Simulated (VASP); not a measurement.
An input for Quantum ESPRESSO's pw.x (written as the equivalent of a VASP run, and not itself run):

```
&CONTROL
  calculation = 'scf'
  pseudo_dir = './pseudo'
  outdir = './out'
  tprnfor = .true.
  tstress = .true.
/
&SYSTEM
  ibrav = 0
  nat = 3
  ntyp = 2
  ecutwfc = 84
  occupations = 'smearing'
  smearing = 'gaussian'
  degauss = 0.003675
  input_dft = 'pbe'
  vdw_corr = 'grimme-d3'
  dftd3_version = 3
  dftd3_threebody = .false.
/
&ELECTRONS
  conv_thr = 7.3e-09
  electron_maxstep = 100
/
ATOMIC_SPECIES
  Pb 207.200 Pb.upf
  F 18.998 F.upf
CELL_PARAMETERS angstrom
     0.0000000    3.0484924    3.0484924
     3.0484924    0.0000000    3.0484924
     3.0484924    3.0484924    0.0000000
ATOMIC_POSITIONS crystal
  Pb   0.0000000  0.0000000  0.0000000
  F    0.2500000  0.2500000  0.2500000
  F    0.7500000  0.7500000  0.7500000
K_POINTS automatic
  7 7 7 0 0 0
```

**Question.** Translate this input to VASP (INCAR, KPOINTS, POSCAR, choice of POTCAR).

**Answer.** One answer among several that fit: 
**KPOINTS**
```
K-points
0
Gamma
  7 7 7
0 0 0
```

### POSCAR
```
PbF2
1
    0.0000000000     3.0484923505     3.0484923505
    3.0484923505     0.0000000000     3.0484923505
    3.0484923505     3.0484923505     0.0000000000
Pb F
1 2
Direct
  0.0000000000   0.0000000000   0.0000000000
  0.2500000000   0.2500000000   0.2500000000
  0.7500000000   0.7500000000   0.7500000000
```

INCAR:
```
# general
SYSTEM  = PbF2
PREC    = Accurate
ENCUT   = 520   # plane-wave cut-off (eV)
LREAL   = F   # projection in real space or not
LASPH   = T   # aspherical one-centre terms

# electronic loop
EDIFF   = 1E-7   # SCF stop (eV)
NELM    = 100   # most electronic steps
ALGO    = Normal
LMAXMIX = 4   # l cut-off of mixed one-centre charges

# smearing
ISMEAR  = 0   # Gaussian
SIGMA   = 0.05   # width (eV)

# functional
GGA     = PE
IVDW    = 11

# ions
ISIF    = 2   # forces and stress, cell fixed

# output
LWAVE   = F
LCHARG  = F
```

POTCAR, in this order: Pb_d F (PBE.64 set). Program: vasp_std.

Limits of the translation: the potentials are each code's own (VASP's PAW set, PseudoDojo norm-conserving files in pw.x), so ENCUT and ecutwfc are chosen apart and not converted; conv_thr bounds pw.x's estimated SCF error, while EDIFF bounds the energy change between steps.

The compound is PbF2 in the fluorite structure, the β form. This cell is one point of a volume scan, at 1.06 of the reference volume.
